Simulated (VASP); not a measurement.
# A VASP study of AgCl (Chlorargyrite) (SCAN): structure first, properties next, part 2 of 5

What structure does AgCl (Chlorargyrite) take at this level, and what are its properties? The start is a cell from a database of measured crystal structures.

VASP 6.6.1; SCAN; plane waves and PAW (Ag, Cl).

So far, gap on the k-mesh (eV): step 2 (relaxing cell and atoms (SCAN)) 1.41.

The database entry behind the starting cell differs from later determinations by our own check (an axis about 1.4 % short against later determinations), so it need not match the best structure at ambient conditions.

## (4) Density, ELF and potential (SCAN)

A single point on the relaxed cell gives a clean self-consistent state, with density, ELF and potential written out.

INCAR reads:

```
SYSTEM = AgCl
PREC = Accurate
ENCUT = 400
EDIFF = 1E-06
NELM = 100
ISMEAR = 0
SIGMA = 0.05
LREAL = .FALSE.
ALGO = Normal
METAGGA = SCAN
LASPH = .TRUE.
NBANDS = 15
LORBIT = 11
LWAVE = .FALSE.
LCHARG = .TRUE.
ISIF = 2
LELF = .TRUE.
LVHAR = .TRUE.
```

POSCAR reads:

```
AgCl
1.0
    0.0000000000      2.7578173435      2.7578173435
    2.7578173435      0.0000000000      2.7578173435
    2.7578173435      2.7578173435      0.0000000000
Ag Cl
1 1
Direct
    0.0000000000      0.0000000000      0.0000000000
    0.5000000000      0.5000000000      0.5000000000
```

KPOINTS reads:

```
Automatic mesh
0
Gamma
7 7 7
0 0 0
```

The projector-augmented-wave data sets are Ag and Cl (PBE family, release 64).

Run with:

```
> mpirun -np 2 vasp_std
```

What it wrote:

```text
[banner, memory and clock lines left out]
running    2 mpi-ranks, on    1 nodes
 distrk:  each k-point on    2 cores,    1 groups
 distr:  one band on    1 cores,    2 groups

 POSCAR found type information on POSCAR AgCl
 POSCAR found :  2 types and       2 ions
 [... a notice as in an earlier step ...]

 LDA part: xc-table for (None), standard interpolation
|                                                                             |
|           W    W    AA    RRRRR   N    N  II  N    N   GGGG   !!!           |
|           W    W   A  A   R    R  NN   N  II  NN   N  G    G  !!!           |
|           W    W  A    A  R    R  N N  N  II  N N  N  G       !!!           |
|           W WW W  AAAAAA  RRRRR   N  N N  II  N  N N  G  GGG   !            |
|           WW  WW  A    A  R   R   N   NN  II  N   NN  G    G                |
|           W    W  A    A  R    R  N    N  II  N    N   GGGG   !!!           |
|                                                                             |
|     The number of bands has been changed from the values supplied in        |
|     The orbitals not found in the WAVECAR file will be initialized with     |
|     random numbers, which is usually adequate. For correlated               |
|     calculations, however, you should redo the groundstate calculation.     |
|     I found NBANDS = 15. Now, NBANDS = 16.                                  |
|                                                                             |

 POSCAR, INCAR and KPOINTS ok, starting setup
 FFT: planning ... GRIDC
 FFT: planning ... GRID_SOFT
 FFT: planning ... GRID
 WAVECAR not read
 entering main loop
       N       E                     dE             d eps       ncg     rms          rms(c)
DAV:   1     0.469775149747E+02    0.46978E+02   -0.75321E+03   664   0.828E+02
DAV:   2    -0.431474513585E+02   -0.90125E+02   -0.83646E+02   840   0.204E+02
DAV:   3    -0.457718475704E+02   -0.26244E+01   -0.26200E+01   752   0.377E+01
DAV:   4    -0.457879622999E+02   -0.16115E-01   -0.16114E-01   848   0.320E+00
DAV:   5    -0.457881620817E+02   -0.19978E-03   -0.19978E-03   800   0.344E-01    0.718E+00
DAV:   6    -0.405172888358E+02    0.52709E+01   -0.51500E+00   656   0.235E+01    0.643E+00
DAV:   7    -0.404460602255E+02    0.71229E-01   -0.22638E-01   712   0.485E+00    0.395E+00
DAV:   8    -0.404303079226E+02    0.15752E-01   -0.13961E-01   728   0.446E+00    0.877E-01
DAV:   9    -0.404313418269E+02   -0.10339E-02   -0.70492E-03   808   0.732E-01    0.470E-01
DAV:  10    -0.404294413343E+02    0.19005E-02   -0.19953E-03   728   0.521E-01    0.201E-01
DAV:  11    -0.404283995850E+02    0.10417E-02   -0.15637E-03   736   0.379E-01    0.692E-02
DAV:  12    -0.404284668983E+02   -0.67313E-04   -0.37199E-05   800   0.664E-02    0.457E-02
DAV:  13    -0.404286006667E+02   -0.13377E-03   -0.98262E-05   696   0.130E-01    0.195E-02
DAV:  14    -0.404285728926E+02    0.27774E-04   -0.80627E-06   712   0.426E-02    0.452E-03
DAV:  15    -0.404285735015E+02   -0.60895E-06   -0.60158E-07   376   0.765E-03
   1 F= -.40428574E+02 E0= -.40428574E+02  d E =-.597351E-13
```

Elapsed: 15 s, on 2 MPI ranks of Intel Xeon 6975P-C (Granite Rapids), shared host; peak memory 0.26 GiB; 27 s of CPU time.

Parts of OUTCAR (step 4):

```text
The static configuration has the point symmetry O_h .

 Found     20 irreducible k-points:

   k-points           NKPTS =     20   k-points in BZ     NKDIM =     20   number of bands    NBANDS=     16

   NELECT =      18.0000    total number of electrons

 E-fermi :   3.8867

 k-point     1 :       0.0000    0.0000    0.0000
  band No.  band energies     occupation
    ...
      5       1.2210      2.00000
      6       1.2210      2.00000
      7       1.2213      2.00000
      8       1.2656      2.00000
      9       1.2656      2.00000
     10       5.0547      0.00000
     11      15.0980      0.00000
     12      15.0980      0.00000
     13      15.0980      0.00000
     14      16.4565      0.00000
    ...

 k-point     2 :       0.1429    0.0000    0.0000
  band No.  band energies     occupation
    ...
      5       1.2924      2.00000
      6       1.2925      2.00000
      7       1.5244      2.00000
      8       2.1975      2.00000
      9       2.1976      2.00000
     10       5.9358      0.00000
     11      13.4103      0.00000
     12      14.6519      0.00000
     13      14.6520      0.00000
     14      16.3706      0.00000
    ...

  Total       -0.0010359     -0.0010359     -0.0010359      0.0000000      0.0000000      0.0000000
  in kB       -0.0395645     -0.0395645     -0.0395645      0.0000000      0.0000000      0.0000000
  external PRESSURE =      -0.0395645 kB  Pullay stress =       0.0000000 kB

 POSITION                                       TOTAL-FORCE (eV/Angst)
 -----------------------------------------------------------------------------------
      0.00000      0.00000      0.00000        -0.000000      0.000000     -0.000000
      2.75782      2.75782      2.75782         0.000000     -0.000000      0.000000
 -----------------------------------------------------------------------------------
    total drift:                                0.000000      0.000000      0.000000

  FREE ENERGIE OF THE ION-ELECTRON SYSTEM (eV)
  ---------------------------------------------------
  free  energy   TOTEN  =       -40.4285735015 eV

  energy  without entropy=      -40.4285735015  energy(sigma->0) =      -40.42857350

[... 8 parts as in an earlier step ...]

[... 5 further parts left out ...]
```

Numbers from this step:

- SCF cycles: 15
- bands: 16
- Fermi energy: 3.887 eV
- pressure: -0.003956 GPa

Valence electrons inside each PAW sphere by angular momentum. Sphere charges, by row:

| atom | s (e) | p (e) | d (e) | tot (e) |
| --- | --- | --- | --- | --- |
| Ag1 | 0.21 | 0.139 | 9.388 | 9.738 |
| Cl2 | 1.605 | 3.509 | 0 | 5.114 |

Valence density in the ac plane of the conventional cell at fractional y = 0.000, with atoms of Ag and Cl within 0.2 Å of it. It is the smooth field of the valence electrons, not physical close to the nuclei.

Ten even steps from '_' (0.1 e/Å³) to '@' (7.2 e/Å³), each cell a mean:
```
%%==..____..::......______::**
--..________........______..::
______________________________
______________________________
______________________________
....________..--::..______....
..::..____..==%%**::______....
__::..____..++@@%%--______....
::..______..--++==..______..::
..__________......__________..
______________________________
______________________________
..____________....__________..
++--________..::::..______..==
@@++..____..::__....______--%%
```
Columns run along a (5.5 Å), rows up along c (5.5 Å), edges of the conventional cell, whose origin can differ from the input's. Atoms in or near the plane, at fractional coordinates: Ag at (0.00, 0.00), Ag at (0.50, 0.50), Cl at (0.50, 0.00), Cl at (0.00, 0.50).

Electrostatic potential energy in the ac plane of the conventional cell at fractional y = 0.000, with atoms of Ag and Cl within 0.2 Å of it. With pseudopotentials it is smooth inside the atoms' cores, unlike the true potential.

Ten even steps from '_' (-88 eV) to '@' (4 eV), each cell a mean:
```
::==##@@@@%%::__..++@@@@%%++--
++**%%@@@@@@##==++%%@@@@@@##++
%%@@@@@@@@@@@@@@@@@@@@@@@@@@%%
@@@@@@@@@@@@@@@@@@@@@@@@@@@@@@
@@@@@@@@@@@@@@%%%%@@@@@@@@@@@@
++##@@@@@@%%**++++##@@@@@@%%++
__--%%@@@@##==::--++%%@@@@++..
__::##@@@@**--::::++%%@@@@==__
..++%%@@@@##++--==**@@@@@@##::
##%%@@@@@@@@##**##%%@@@@@@@@%%
@@@@@@@@@@@@@@@@@@@@@@@@@@@@@@
@@@@@@@@@@@@@@@@@@@@@@@@@@@@@@
##%%@@@@@@@@%%##%%@@@@@@@@%%##
--++%%@@@@%%++::--##@@@@@@**==
::--##@@@@##..____++@@@@%%++::
```
Columns run along a (5.5 Å; values clipped at the 3rd and 97th percentile), rows up along c (5.5 Å), edges of the conventional cell, whose origin can differ from the input's. Atoms in or near the plane, at fractional coordinates: Ag at (0.00, 0.00), Ag at (0.50, 0.50), Cl at (0.50, 0.00), Cl at (0.00, 0.50).

ELF in the ac plane of the conventional cell at fractional y = 0.000, with atoms of Ag and Cl within 0.2 Å of it. It is the smooth field of the valence electrons, not physical close to the nuclei.

Values, 15 rows by 15 columns, each cell a mean:
```
0.01 0.08 0.21 0.14 0.45 0.83 0.80 0.59 0.71 0.85 0.68 0.18 0.19 0.15 0.03
0.13 0.20 0.20 0.11 0.35 0.75 0.85 0.84 0.85 0.82 0.56 0.14 0.15 0.21 0.15
0.20 0.17 0.12 0.07 0.18 0.47 0.65 0.72 0.69 0.57 0.30 0.08 0.09 0.15 0.19
0.20 0.17 0.11 0.05 0.06 0.13 0.19 0.22 0.20 0.15 0.08 0.04 0.08 0.14 0.18
0.70 0.63 0.44 0.16 0.06 0.11 0.17 0.19 0.18 0.14 0.08 0.08 0.30 0.56 0.68
0.85 0.84 0.73 0.31 0.11 0.20 0.20 0.14 0.16 0.21 0.14 0.15 0.57 0.82 0.85
0.62 0.81 0.82 0.41 0.14 0.21 0.08 0.01 0.03 0.16 0.18 0.20 0.69 0.85 0.71
0.44 0.78 0.83 0.43 0.15 0.20 0.05 0.00 0.01 0.14 0.19 0.22 0.72 0.84 0.59
0.77 0.85 0.80 0.37 0.12 0.21 0.13 0.05 0.08 0.20 0.17 0.19 0.65 0.85 0.80
0.84 0.80 0.63 0.23 0.09 0.17 0.21 0.20 0.21 0.20 0.11 0.13 0.47 0.75 0.83
0.46 0.40 0.25 0.09 0.05 0.09 0.12 0.15 0.14 0.11 0.06 0.06 0.18 0.35 0.45
0.14 0.12 0.08 0.05 0.09 0.23 0.37 0.43 0.41 0.31 0.16 0.05 0.07 0.11 0.14
0.21 0.21 0.16 0.08 0.25 0.63 0.80 0.83 0.82 0.73 0.44 0.11 0.12 0.20 0.21
0.06 0.14 0.21 0.12 0.40 0.80 0.85 0.78 0.81 0.84 0.63 0.17 0.17 0.20 0.08
0.00 0.06 0.21 0.14 0.46 0.84 0.77 0.44 0.62 0.85 0.70 0.20 0.20 0.13 0.01
```
Columns run along a (5.5 Å), rows up along c (5.5 Å), edges of the conventional cell, whose origin can differ from the input's. Atoms in or near the plane, at fractional coordinates: Ag at (0.00, 0.00), Ag at (0.50, 0.50), Cl at (0.50, 0.00), Cl at (0.00, 0.50).

In this run the pressure is 0.00 GPa, small enough to go on.

## (5) Band structure (SCAN)

The mesh alone shows little of the dispersion and can miss band extrema, so KPOINTS_OPT adds a path through the symmetry points after the self-consistent cycle.

INCAR reads:

```
SYSTEM = AgCl
PREC = Accurate
ENCUT = 400
EDIFF = 1E-06
NELM = 100
ISMEAR = 0
SIGMA = 0.05
LREAL = .FALSE.
ALGO = Normal
METAGGA = SCAN
LASPH = .TRUE.
NBANDS = 21
LORBIT = 11
LWAVE = .FALSE.
LCHARG = .FALSE.
KPAR = 2
```

POSCAR is that of step 4.

KPOINTS is that of step 4.

KPOINTS_OPT reads:

```
Line mode
16
Line-mode
Reciprocal
  0.00000000   0.00000000   0.00000000 GAMMA
  0.50000000   0.00000000   0.50000000 X

  0.50000000   0.00000000   0.50000000 X
  0.50000000   0.25000000   0.75000000 W

  0.50000000   0.25000000   0.75000000 W
  0.37500000   0.37500000   0.75000000 K

  0.37500000   0.37500000   0.75000000 K
  0.00000000   0.00000000   0.00000000 GAMMA

  0.00000000   0.00000000   0.00000000 GAMMA
  0.50000000   0.50000000   0.50000000 L

  0.50000000   0.50000000   0.50000000 L
  0.62500000   0.25000000   0.62500000 U

  0.62500000   0.25000000   0.62500000 U
  0.50000000   0.25000000   0.75000000 W

  0.50000000   0.25000000   0.75000000 W
  0.50000000   0.50000000   0.50000000 L

  0.50000000   0.50000000   0.50000000 L
  0.37500000   0.37500000   0.75000000 K

  0.62500000   0.25000000   0.62500000 U
  0.50000000   0.00000000   0.50000000 X
```

Run with:

```
> mpirun -np 2 vasp_std
```

What it wrote:

```text
[... set-up lines as in an earlier step ...]
 entering main loop
       N       E                     dE             d eps       ncg     rms          rms(c)
DAV:   1     0.530707891525E+02    0.53071E+02   -0.69712E+03   856   0.627E+02
DAV:   2    -0.422660481108E+02   -0.95337E+02   -0.86224E+02   978   0.177E+02
DAV:   3    -0.457669103866E+02   -0.35009E+01   -0.34816E+01  1008   0.344E+01
DAV:   4    -0.457879114395E+02   -0.21001E-01   -0.20998E-01   970   0.293E+00
DAV:   5    -0.457881611371E+02   -0.24970E-03   -0.24969E-03  1023   0.307E-01    0.718E+00
DAV:   6    -0.405179828514E+02    0.52702E+01   -0.36887E+00   885   0.179E+01    0.633E+00
DAV:   7    -0.404468316695E+02    0.71151E-01   -0.19716E-01   925   0.355E+00    0.395E+00
DAV:   8    -0.404306896666E+02    0.16142E-01   -0.10747E-01   970   0.341E+00    0.812E-01
DAV:   9    -0.404311036045E+02   -0.41394E-03   -0.48983E-03   960   0.566E-01    0.437E-01
DAV:  10    -0.404293694760E+02    0.17341E-02   -0.12240E-03   955   0.364E-01    0.185E-01
DAV:  11    -0.404283527047E+02    0.10168E-02   -0.10595E-03   955   0.274E-01    0.861E-02
DAV:  12    -0.404284498112E+02   -0.97107E-04   -0.44850E-05   990   0.625E-02    0.514E-02
DAV:  13    -0.404285718475E+02   -0.12204E-03   -0.47522E-05   963   0.786E-02    0.798E-03
DAV:  14    -0.404285757716E+02   -0.39241E-05   -0.12808E-06   814   0.113E-02    0.531E-03
DAV:  15    -0.404285735030E+02    0.22685E-05   -0.21384E-07   505   0.411E-03    0.194E-03
DAV:  16    -0.404285769183E+02   -0.34153E-05   -0.72692E-08   490   0.180E-03    0.954E-04
DAV:  17    -0.404285773908E+02   -0.47249E-06   -0.15076E-08   475   0.139E-03
   1 F= -.40428577E+02 E0= -.40428577E+02  d E =-.336676E-12
 Start KPOINTS_OPT (optional k-point list driver)
k-point batch [1-20\160]
       N       E                     dE             ncg
DAV:   1     0.188575601006E+04   -0.51003E+04      848
DAV:   2    -0.694474397824E+02   -0.19552E+04      993
DAV:   3    -0.139401313481E+03   -0.69954E+02      998
DAV:   4    -0.139859577139E+03   -0.45826E+00      975
DAV:   5    -0.139865644461E+03   -0.60673E-02     1035
DAV:   6    -0.139865758245E+03   -0.11378E-03     1014
DAV:   7    -0.139865760745E+03   -0.24997E-05      998
DAV:   8    -0.139865760819E+03   -0.73728E-07      694
[...]
k-point batch [141-160\160]
       N       E                     dE             ncg
DAV:   1     0.174884893835E+04   -0.10145E+05      872
DAV:   2    -0.992389490381E+02   -0.18481E+04      976
DAV:   3    -0.160298288158E+03   -0.61059E+02     1049
DAV:   4    -0.160688734141E+03   -0.39045E+00      976
DAV:   5    -0.160693771887E+03   -0.50377E-02     1025
DAV:   6    -0.160693861752E+03   -0.89865E-04     1034
DAV:   7    -0.160693863508E+03   -0.17562E-05      981
DAV:   8    -0.160693863579E+03   -0.70950E-07      676
```

The job ended after 67 s (2 MPI ranks; peak memory 0.3 GiB).

Parts of OUTCAR (step 5):

```text
   k-points           NKPTS =     20   k-points in BZ     NKDIM =     20   number of bands    NBANDS=     21

   NELECT =      18.0000    total number of electrons

 E-fermi :   3.8777

 k-point     1 :       0.0000    0.0000    0.0000
  band No.  band energies     occupation
    ...
      5       1.2209      2.00000
      6       1.2209      2.00000
      7       1.2211      2.00000
      8       1.2654      2.00000
      9       1.2654      2.00000
     10       5.0548      0.00000
     11      15.0980      0.00000
     12      15.0980      0.00000
     13      15.0980      0.00000
     14      16.4565      0.00000
    ...

  Total       -0.0025304     -0.0025304     -0.0025304      0.0000000      0.0000000      0.0000000
  in kB       -0.0966424     -0.0966424     -0.0966424      0.0000000      0.0000000      0.0000000
  external PRESSURE =      -0.0966424 kB  Pullay stress =       0.0000000 kB

  FREE ENERGIE OF THE ION-ELECTRON SYSTEM (eV)
  ---------------------------------------------------
  free  energy   TOTEN  =       -40.4285773908 eV

  energy  without entropy=      -40.4285773908  energy(sigma->0) =      -40.42857739

[... 9 parts as in an earlier step ...]

[... 8 further parts left out ...]
```

Spin-orbit coupling is off here; it would split degenerate levels.

Numbers from this step:

```
SCF cycles                        : 17
bands                             : 21
Fermi energy                      : 3.878 eV
pressure                          : -0.009664 GPa
least gap on mesh and path        : 1.334 eV
least direct gap on mesh and path : 3.498 eV
valence top at k                  : 0.5, 0.5, 0.5
least direct gap at k             : 0.05, 0.05, 0.1
```

Electronic bands along the path, in eV, zero at the valence-band top; v1 is the highest filled band, c1 the lowest empty one:

| point | v4 | v3 | v2 | v1 | c1 | c2 | c3 | c4 |
| --- | --- | --- | --- | --- | --- | --- | --- | --- |
| Γ | -2.50 | -2.50 | -2.46 | -2.46 | 1.33 | 11.38 | 11.38 | 11.38 |
| 0.47 of the way | -2.37 | -1.84 | -1.84 | -1.31 | 3.74 | 8.14 | 9.27 | 10.75 |
| X | -2.26 | -2.00 | -2.00 | -1.89 | 2.79 | 8.36 | 9.23 | 12.31 |
| 0.53 of the way | -2.00 | -2.00 | -1.98 | -1.46 | 3.62 | 8.22 | 8.85 | 10.29 |
| W | -2.05 | -2.00 | -1.98 | -1.18 | 4.65 | 8.35 | 8.35 | 8.64 |
| 0.47 of the way | -2.05 | -1.93 | -1.81 | -1.15 | 4.38 | 7.87 | 8.53 | 9.47 |
| K | -2.06 | -1.89 | -1.67 | -1.08 | 4.05 | 7.69 | 8.64 | 10.49 |
| 0.47 of the way | -2.17 | -1.77 | -1.71 | -0.18 | 4.48 | 7.56 | 8.41 | 9.27 |
| Γ | -2.50 | -2.50 | -2.46 | -2.46 | 1.33 | 11.38 | 11.38 | 11.38 |
| 0.47 of the way | -2.33 | -2.07 | -0.94 | -0.94 | 3.20 | 8.47 | 9.95 | 9.95 |
| L | -2.12 | -1.80 | 0.00 | 0.00 | 4.62 | 7.14 | 8.19 | 8.19 |
| 0.47 of the way | -2.11 | -1.85 | -0.75 | -0.31 | 5.44 | 6.02 | 8.63 | 8.89 |
| U | -2.06 | -1.89 | -1.67 | -1.08 | 4.05 | 7.69 | 8.64 | 10.49 |
| 0.47 of the way | -2.05 | -1.92 | -1.78 | -1.13 | 4.31 | 7.83 | 8.56 | 9.64 |
| W | -2.05 | -2.00 | -1.98 | -1.18 | 4.65 | 8.35 | 8.35 | 8.64 |
| 0.53 of the way | -2.12 | -1.86 | -0.91 | -0.44 | 5.58 | 5.95 | 8.61 | 9.03 |
| L | -2.12 | -1.80 | 0.00 | 0.00 | 4.62 | 7.14 | 8.19 | 8.19 |
| 0.47 of the way | -2.11 | -1.85 | -0.75 | -0.31 | 5.44 | 6.02 | 8.63 | 8.89 |
| K | -2.06 | -1.89 | -1.67 | -1.08 | 4.05 | 7.69 | 8.64 | 10.49 |
| jump to U | -2.06 | -1.89 | -1.67 | -1.08 | 4.05 | 7.69 | 8.64 | 10.49 |
| 0.47 of the way | -2.02 | -1.97 | -1.78 | -1.78 | 3.20 | 8.21 | 9.02 | 11.61 |
| X | -2.26 | -2.00 | -2.00 | -1.89 | 2.79 | 8.36 | 9.23 | 12.31 |

Of the projections kept (Ag, Cl), the largest for each band there; the rest of the weight can lie on other orbitals:

```
point       v4       v3       v2       v1       c1       c2       c3       c4
    Γ  Ag 1.00  Ag 1.00  Ag 1.00  Ag 1.00  Ag 0.72  Ag 1.00  Ag 1.00  Ag 1.00
    X  Ag 1.00  Ag 1.00  Ag 1.00  Ag 0.97  Ag 0.97  Ag 1.00  Cl 0.68  Ag 0.67
    W  Ag 0.90  Ag 1.00  Ag 0.98  Ag 0.83  Ag 0.76  Cl 0.53  Cl 0.53  Ag 0.88
    K  Ag 1.00  Ag 0.94  Ag 0.91  Ag 0.73  Ag 0.86  Ag 0.62  Cl 0.63  Ag 0.78
    Γ  Ag 1.00  Ag 1.00  Ag 1.00  Ag 1.00  Ag 0.72  Ag 1.00  Ag 1.00  Ag 1.00
    L  Ag 1.00  Ag 0.92  Ag 0.61  Ag 0.61  Ag 0.73  Ag 0.59  Ag 1.00  Ag 1.00
```

The path lowers the gap by 0.08 eV against the mesh alone, so a band edge lies off the mesh.

(Continued in part 3 of 5.)

[Lines on the potential files, build, host, timing and source positions are cut from VASP's logs without a mark.]

[Logs are printed without paths, hosts, clocks, repeated set-up lines and the standing remarks that a program may print on its own settings, such as how far it seeks lower states.]

[Hosts, paths, dates, database ids (printed as entryN), source tags and the programs' standing remarks are cut or masked in the printed files.]

[A measured line is paired with the nearest computed mode of its activity, which favours agreement.]
